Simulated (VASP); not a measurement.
Input:

```
AlGaN2
1.0
    4.47589     0.00000     0.00000
    0.00000     4.47589     0.00000
    0.00000     0.00000     4.46952
Ga N Al
2 4 2
Cartesian
  0.00000   0.00000   0.00000
  2.23795   2.23795   0.00000
  1.11897   1.11897   1.17100
  3.35692   3.35692   1.17100
  3.35692   1.11897   3.29852
  1.11897   3.35692   3.29852
  2.23795   0.00000   2.23476
  0.00000   2.23795   2.23476
```

The numbers are results of modified Becke-Johnson potential (mBJ), VASP's PBE PAW potentials (set 64) (plane waves; VASP), not measurements. Numerical set-up: 500 eV cut-off, 4×4×4 Γ-centred mesh, Gaussian smearing of 0.050 eV, potentials Ga_d N Al.

mBJ is a potential without an energy functional, so only the levels count.

**Question.** Predict the band gap (on the k-mesh) with the smallest direct gap where there is one.

**Answer.** 
* **band gap (on the k-mesh)**: 3.75 eV
* **smallest direct gap (on the k-mesh)**: 3.75 eV

The absolute energy has meaning only against runs of the same code, potentials and settings.

The structure was generated: Al2Ga2N4 was put into an ordered model structure (P-4m2), which need not be its known phase. It was relaxed first. The cell's shape comes from a PBE relaxation.
